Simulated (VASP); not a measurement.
Input:

```xyz
2
Lattice="3.5455 0.0000 0.0000 0.0000 3.5455 0.0000 0.0000 0.0000 3.5455" Properties=species:S:1:pos:R:3 pbc="T T T"
In     0.0000     0.0000     0.0000
As     1.7728     1.7728     1.7728
```

All values below come from r2SCAN meta-GGA, VASP's PBE PAW potentials (set 64) (plane waves; VASP). Settings: 400 eV cut-off, 12×12×12 Γ-centred mesh, tetrahedra with Blöchl corrections, potentials In_d As.

**Question.** Give the energies of bands 7 to 12 at the high-symmetry points, in eV from the Fermi level.

**Answer.** 
```tsv
band	Γ	X	M	R
7	-2.06	-7.61	-4.88	-2.36
8	-0.86	0.91	-4.88	-2.36
9	-0.86	0.91	-3.83	-2.36
10	-0.86	2.58	1.42	-1.12
11	5.35	3.63	6.98	0.02
12	5.35	5.20	6.98	0.02
```

It has no gap at this level: it comes out as a metal or semimetal.

The structure was generated: InAs was put into the CsCl type (Pm-3m), which need not be its known phase. It was relaxed first, which changed the volume by +24 %.
